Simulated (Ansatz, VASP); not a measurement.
Cs2NaZnF6: VASP beside Ansatz

```
Zn F Cs Na
1.0
     0.00000    4.25869    4.25869
     4.25869    0.00000    4.25869
     4.25869    4.25869    0.00000
Zn F Cs Na
1 6 2 1
Direct
  0.00000 0.00000 0.00000
  0.77160 0.22840 0.22840
  0.22840 0.77160 0.22840
  0.22840 0.77160 0.77160
  0.77160 0.22840 0.77160
  0.22840 0.22840 0.77160
  0.77160 0.77160 0.22840
  0.25000 0.25000 0.25000
  0.75000 0.75000 0.75000
  0.50000 0.50000 0.50000
```

Alike in both runs: task single point; functional PBE; k mesh 7 × 7 × 7; no spin polarisation.

```csv
,VASP,Ansatz
version,VASP 6.6.1,Ansatz 0.2.0
potentials or method,"VASP PAW PBE potentials, release 64 (Zn, F, Cs_sv, Na_pv)",PAW plane waves
plane-wave cutoff (eV),520,420
occupations,"fermi-dirac, width 0.1 eV",fermi-dirac
valence electrons in the cell,79,81
```

```csv
,VASP,Ansatz,Ansatz less VASP
pressure (GPa),7.2,6.9,-0.27
rms of the force components (eV/Å),0.219,0.175,-0.0443
```

Atom by atom the forces differ by 0.044 eV/Å (rms over components). The two sets of potentials don't hold the same shells in valence.

Caveats: an odd number of electrons without spin polarisation forces a metal; a magnetic or distorted state may lie lower. The runs have no spin-orbit coupling, so splittings on Cs are missing.
